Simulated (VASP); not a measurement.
# Al3Si2F (Imm2) in VASP: further runs

One crystal, Al3Si2F, is run at these levels: PBE; tasks: equation of state.

All numbers are computed with VASP 6.6.1; they aren't measurements. Logs are shortened: lines on timing, memory, paths and dates and some standing lists are left out, and cuts for length are marked.

## 1. The crystal as given

It takes space group Imm2 (No. 44, orthorhombic). The conventional cell has a = 4.501 Å, b = 11.754 Å, c = 4.019 Å, α = 90.00°, β = 90.00°, γ = 90.00°. Around Al (site symmetry m) lie 1 F at 2.13 Å. Al (site symmetry mm2) is surrounded by 2 F at 2.26 Å and 2 Si at 2.52 Å. Around Si (site symmetry m) lie 5 Al at 2.50 to 2.66 Å. F (site symmetry mm2) is surrounded by 4 Al at 2.13 to 2.26 Å.

The cell was built by a generator and needn't be a form met in nature.

## 2. Equation of state, PBE, 17.72 Å³/atom

INCAR reads:

```
SYSTEM = Al3Si2F
PREC = Accurate
ENCUT = 520
EDIFF = 1E-6
ISMEAR = 0
SIGMA = 0.1
LREAL = .False.
LASPH = .True.
NELM = 100
ALGO = Normal
ISIF = 4
LWAVE = .False.
LCHARG = .False.
GGA = PE
IBRION = 2
NSW = 30
EDIFFG = -0.02
KPAR = 8
```

KPOINTS reads:

```
Automatic mesh
0
Gamma
  10 10 10
  0 0 0
```

POSCAR reads:

```
Al3Si2F
1.0
   -2.2505900000      5.8772100000      2.0094200000
    2.2505900000     -5.8772100000      2.0094200000
    2.2505900000      5.8772100000     -2.0094200000
Al Si F
3 2 1
Direct
    0.6327120000      0.7973640000      0.8353480000
    0.9620170000      0.7973640000      0.1646520000
    0.0590690000      0.5590690000      0.5000000000
    0.3984940000      0.0374090000      0.3610850000
    0.6763230000      0.0374090000      0.6389150000
    0.0214910000      0.0214910000      0.0000000000
```

Potentials or basis: VASP PAW PBE potentials, release 64 (Al, Si, F).

On the command line:

```
$ cat potpaw_PBE.64/Al/POTCAR potpaw_PBE.64/Si/POTCAR potpaw_PBE.64/F/POTCAR > POTCAR
$ mpirun -np 8 vasp_std > vasp.out
```

OUTCAR:

```text
SYSTEM = Al3Si2F
   PREC = Accurate
   ENCUT = 520
   EDIFF = 1E-6
   ISMEAR = 0
   LREAL = .False.
   LASPH = .True.
   NELM = 100
   ISIF = 4
   GGA = PE
   IBRION = 2
   NSW = 30
   EDIFFG = -0.02

 ion  position               nearest neighbor table
   1  0.633  0.797  0.835-   6 2.13   4 2.50   4 2.50   5 2.50   3 3.15   3 3.15
   2  0.962  0.797  0.165-   6 2.13   5 2.50   5 2.50   4 2.50   3 3.15   3 3.15
   3  0.059  0.559  0.500-   6 2.26   6 2.26   5 2.52   4 2.52   5 2.66   4 2.66   1 3.15   1 3.15
                             2 3.15   2 3.15
   4  0.398  0.037  0.361-   1 2.50   1 2.50   2 2.50   3 2.52   3 2.66
   5  0.676  0.037  0.639-   2 2.50   2 2.50   1 2.50   3 2.52   3 2.66
   6  0.021  0.021  0.000-   1 2.13   2 2.13   3 2.26   3 2.26

  LATTYP: Found a body centered orthorhombic cell.
 ALAT       =     4.0188400000
 B/A-ratio  =     1.1200197072
 C/A-ratio  =     2.9248290552

  Lattice vectors:

 A1 = (   2.2505900000,  -5.8772100000,   2.0094200000)
 A2 = (  -2.2505900000,  -5.8772100000,  -2.0094200000)
 A3 = (   2.2505900000,   5.8772100000,  -2.0094200000)

Analysis of symmetry for initial positions (statically):
=====================================================================
 Subroutine PRICEL returns:
 Original cell was already a primitive cell.

 Routine SETGRP: Setting up the symmetry group for a
 body centered orthorhombic supercell.

 Subroutine GETGRP returns: Found  4 space group operations
 (whereof  4 operations were pure point group operations)
 out of a pool of  8 trial point group operations.

The static configuration has the point symmetry C_2v.

Analysis of symmetry for dynamics (positions and initial velocities):
=====================================================================
 Subroutine PRICEL returns:
 Original cell was already a primitive cell.

 Routine SETGRP: Setting up the symmetry group for a
 body centered orthorhombic supercell.

 Subroutine GETGRP returns: Found  4 space group operations
 (whereof  4 operations were pure point group operations)
 out of a pool of  8 trial point group operations.

The dynamic configuration has the point symmetry C_2v.

 Subroutine INISYM returns: Found  4 space group operations
 (whereof  4 operations are pure point group operations),
 and found     1 'primitive' translations

[... 109 lines left out ...]
   ISYM   =      2    0-nonsym 1-usesym 2-fastsym
   POTIM  = 0.5000    time-step for ionic-motion
   TEBEG  =    0.0;   TEEND  =   0.0 temperature during run
   PSTRESS=    0.0 pullay stress
   NELECT =      24.0000    total number of electrons
   NUPDOWN=      -1.0000    fix difference up-down
   EMIN   =  10.00;   EMAX   =-10.00  energy-range for DOS
   EFERMI =   0.00;   METHOD = LEGACY
   ISMEAR =     0;   SIGMA  =   0.10  broadening in eV -4-tet -1-fermi 0-gaus
   EFERMI_NEDOS =   21; number of points for ismear=-14 and -15
   IALGO  =     38    algorithm
   IMIX   =      4    mixing-type and parameters
     AMIX     =   0.40;   BMIX     =  1.00
     AMIX_MAG =   1.60;   BMIX_MAG =  1.00
  volume/ion in A,a.u.               =      17.72       119.58
  Fermi-wavevector in a.u.,A,eV,Ry     =   0.996810  1.883698 13.519165  0.993631
  Thomas-Fermi vector in A             =   2.128924
   LORBIT       =      0    0 simple, 1 ext, 2 COOP (PROOUT), +10 PAW based schemes
   GGA     = PE    functional components
   LHFCALC =     F    Hartree Fock is set to
   AEXX    =    0.0000 exact exchange contribution
   IVDW    =     0    specifies the selected vdW correction
   LEPSILON=     F    determine dielectric tensor
   LRPA    =     F    only Hartree local field effects (RPA)
 conjugate gradient relaxation of ions
 non-spin polarized calculation
 Gauss-broadening in eV      SIGMA  =   0.10
  energy-cutoff  :      520.00
  volume of cell :      106.32
 maximum number of plane-waves:      2894
 NGX is ok and might be reduce to    50
   NGX = 25   NGY = 25   NGZ = 25

 number of electron      24.0000004 magnetization

 Free energy of the ion-electron system (eV)
  ---------------------------------------------------
  ext. energy  EPLUGINS =         0.00000000
  ---------------------------------------------------
  free energy    TOTEN  =       -26.24494861 eV

  energy without entropy =      -26.23763790  energy(sigma->0) =      -26.24129326

 E-fermi :   6.1112     XC(G=0):  -9.5812

 val. band max:        6.0972502260   @ k =   0.1000   0.4000  -0.0000
 cond. band min:       6.1367638311   @ k =  -0.1000   0.2000  -0.0000
 fundamental gap:      0.0395136051
 Fermi energy:         6.1111695908

 k-point     1 :       0.0000    0.0000    0.0000
  band No.  band energies     occupation
      1     -19.8676      2.00000
      2      -4.3888      2.00000
      3      -2.9496      2.00000
      4      -2.1934      2.00000
      5      -1.0911      2.00000
      6      -0.6775      2.00000
[... 433 lines left out ...]
      3      -2.9003      2.00000
      4      -2.1449      2.00000
      5      -1.2028      2.00000
      6      -1.0227      2.00000
[... 8 lines left out ...]
     15       8.6947      0.00000
     16       9.2247      0.00000

 [... further k-points ...]

------------------------ aborting loop because EDIFF is reached ----------------------------------------

  FORCE on cell =-STRESS in cart. coord.  units (eV):
  Direction    XX          YY          ZZ          XY          YZ          ZX
  --------------------------------------------------------------------------------------
  -------------------------------------------------------------------------------------
  Total        0.0058888     -0.0071434     -0.0042103      0.0000000      0.0000000      0.0000000
  in kB        0.0887436     -0.1076511     -0.0634491      0.0000000      0.0000000      0.0000000
  external PRESSURE =      -0.0274522 kB  Pullay stress =       0.0000000 kB

 VOLUME and BASIS-vectors are now :
 -----------------------------------------------------------------------------
  energy-cutoff  :      520.00
  volume of cell :      106.32
      direct lattice vectors                 reciprocal lattice vectors
    -2.250590000  5.877210000  2.009420000     0.000000000  0.085074381  0.248828020
     2.250590000 -5.877210000  2.009420000     0.222163966  0.000000000  0.248828020
     2.250590000  5.877210000 -2.009420000     0.222163966  0.085074381  0.000000000

 POSITION                                       TOTAL-FORCE (eV/Angst)
 -----------------------------------------------------------------------------------
      2.25059      3.94182      1.19506        -0.000000      0.001395     -0.004558
     -0.00000      1.93539      3.20448         0.000000     -0.001395     -0.004558
      2.25059      0.00000      0.23739         0.000000      0.000000      0.001423
     -0.00000      4.24434      0.15034        -0.000000      0.000976      0.002999
      0.00000      7.51007      0.15034         0.000000     -0.000976      0.002999
      0.00000      0.00000      0.08637        -0.000000     -0.000000      0.001695
 -----------------------------------------------------------------------------------
    total drift:                               -0.000153      0.000668      0.000003

  FREE ENERGIE OF THE ION-ELECTRON SYSTEM (eV)
  ---------------------------------------------------
  free  energy   TOTEN  =       -26.2449486148 eV

  energy  without entropy=      -26.2376379035  energy(sigma->0) =      -26.24129326

 reached required accuracy - stopping structural energy minimisation
```

Run time: 94 s. Hardware: 8 MPI ranks of Intel Xeon Platinum 8559C (Emerald Rapids), shared host; peak memory 0.52 GiB.

What came out:

| Quantity | Value |
| --- | --- |
| Free energy | -26.2449 eV |
| Pressure | 0.0 GPa |
| Largest force | 0.005 eV/Å |
| Band gap on the k mesh | none (metal or under the smearing width) |

## 3. Equation of state, PBE, 17.19 Å³/atom (volume scaled by 0.97)

INCAR is that of step 2.

KPOINTS is that of step 2.

POSCAR, as its differences from that of step 2:

```diff
@@ -2,5 +2,5 @@
 1.0
-   -2.2505900000      5.8772100000      2.0094200000
-    2.2505900000     -5.8772100000      2.0094200000
-    2.2505900000      5.8772100000     -2.0094200000
+   -2.2278552133      5.8178401833      1.9891214405
+    2.2278552133     -5.8178401833      1.9891214405
+    2.2278552133      5.8178401833     -1.9891214405
 Al Si F
```

Potentials or basis: VASP PAW PBE potentials, release 64 (Al, Si, F).

On the command line:

```
$ cat potpaw_PBE.64/Al/POTCAR potpaw_PBE.64/Si/POTCAR potpaw_PBE.64/F/POTCAR > POTCAR
$ mpirun -np 8 vasp_std > vasp.out
```

Run time: 4.5 min. Hardware: 8 MPI ranks of Intel Xeon Platinum 8559C (Emerald Rapids), shared host; peak memory 0.56 GiB.

It converged, with:

| Property | Result |
| --- | --- |
| Free energy | -26.2229 eV |
| Pressure | 2.1 GPa |
| Largest force | 0.010 eV/Å |
| Band gap on the k mesh | none (metal or under the smearing width) |

## 4. Equation of state, PBE, 18.25 Å³/atom (volume scaled by 1.03)

INCAR is that of step 3.

KPOINTS is that of step 3.

POSCAR, as its differences from that of step 3:

```diff
@@ -2,5 +2,5 @@
 1.0
-   -2.2278552133      5.8178401833      1.9891214405
-    2.2278552133     -5.8178401833      1.9891214405
-    2.2278552133      5.8178401833     -1.9891214405
+   -2.2728745186      5.9354039827      2.0293165415
+    2.2728745186     -5.9354039827      2.0293165415
+    2.2728745186      5.9354039827     -2.0293165415
 Al Si F
```

On the command line:

```
$ cat potpaw_PBE.64/Al/POTCAR potpaw_PBE.64/Si/POTCAR potpaw_PBE.64/F/POTCAR > POTCAR
$ mpirun -np 8 vasp_std > vasp.out
```

Run time: 2.9 min. Hardware: 8 MPI ranks of Intel Xeon Platinum 8559C (Emerald Rapids), shared host; peak memory 0.57 GiB.

Results (log left out):

```
Free energy            : -26.2275 eV
Pressure               : -1.8 GPa
Largest force          : 0.019 eV/Å
Band gap on the k mesh : none (metal or under the smearing width)
```

## 5. Equation of state, PBE, 16.66 Å³/atom (volume scaled by 0.94)

INCAR is that of step 4.

KPOINTS is that of step 4.

POSCAR, as its differences from that of step 4:

```diff
@@ -2,5 +2,5 @@
 1.0
-   -2.2728745186      5.9354039827      2.0293165415
-    2.2728745186     -5.9354039827      2.0293165415
-    2.2728745186      5.9354039827     -2.0293165415
+   -2.2046467004      5.7572332740      1.9683999186
+    2.2046467004     -5.7572332740      1.9683999186
+    2.2046467004      5.7572332740     -1.9683999186
 Al Si F
```

On the command line:

```
$ cat potpaw_PBE.64/Al/POTCAR potpaw_PBE.64/Si/POTCAR potpaw_PBE.64/F/POTCAR > POTCAR
$ mpirun -np 8 vasp_std > vasp.out
```

Wall time 4.4 min (8 MPI ranks of Intel Xeon Platinum 8559C (Emerald Rapids), shared host); peak memory 0.53 GiB.

Results (log left out):

* Free energy: -26.1568 eV
* Pressure: 4.4 GPa
* Largest force: 0.012 eV/Å
* Band gap on the k mesh: none (metal or under the smearing width)

## 6. Equation of state, PBE, 18.78 Å³/atom (volume scaled by 1.06)

INCAR is that of step 5.

KPOINTS is that of step 5.

POSCAR, as its differences from that of step 5:

```diff
@@ -2,5 +2,5 @@
 1.0
-   -2.2046467004      5.7572332740      1.9683999186
-    2.2046467004     -5.7572332740      1.9683999186
-    2.2046467004      5.7572332740     -1.9683999186
+   -2.2947304220      5.9924786761      2.0488303976
+    2.2947304220     -5.9924786761      2.0488303976
+    2.2947304220      5.9924786761     -2.0488303976
 Al Si F
```

Potentials or basis: VASP PAW PBE potentials, release 64 (Al, Si, F).

On the command line:

```
$ cat potpaw_PBE.64/Al/POTCAR potpaw_PBE.64/Si/POTCAR potpaw_PBE.64/F/POTCAR > POTCAR
$ mpirun -np 8 vasp_std > vasp.out
```

It took 4.1 min on 8 MPI ranks of Intel Xeon Platinum 8559C (Emerald Rapids), shared host; peak memory 0.58 GiB.

The run converged. Its results:

```
Free energy            : -26.1762 eV
Pressure               : -3.4 GPa
Largest force          : 0.011 eV/Å
Band gap on the k mesh : none (metal or under the smearing width)
```

## 7. Equation of state, PBE, 19.31 Å³/atom (volume scaled by 1.09)

INCAR is that of step 6.

KPOINTS is that of step 6.

POSCAR, as its differences from that of step 6:

```diff
@@ -2,5 +2,5 @@
 1.0
-   -2.2947304220      5.9924786761      2.0488303976
-    2.2947304220     -5.9924786761      2.0488303976
-    2.2947304220      5.9924786761     -2.0488303976
+   -2.3161777438      6.0484863960      2.0679794552
+    2.3161777438     -6.0484863960      2.0679794552
+    2.3161777438      6.0484863960     -2.0679794552
 Al Si F
```

On the command line:

```
$ cat potpaw_PBE.64/Al/POTCAR potpaw_PBE.64/Si/POTCAR potpaw_PBE.64/F/POTCAR > POTCAR
$ mpirun -np 8 vasp_std > vasp.out
```

Wall time 5.9 min (8 MPI ranks of Intel Xeon Platinum 8559C (Emerald Rapids), shared host); peak memory 0.64 GiB.

Results (log left out):

| Property | Result |
| --- | --- |
| Free energy | -26.0955 eV |
| Pressure | -4.8 GPa |
| Largest force | 0.012 eV/Å |
| Band gap on the k mesh | none (metal or under the smearing width) |
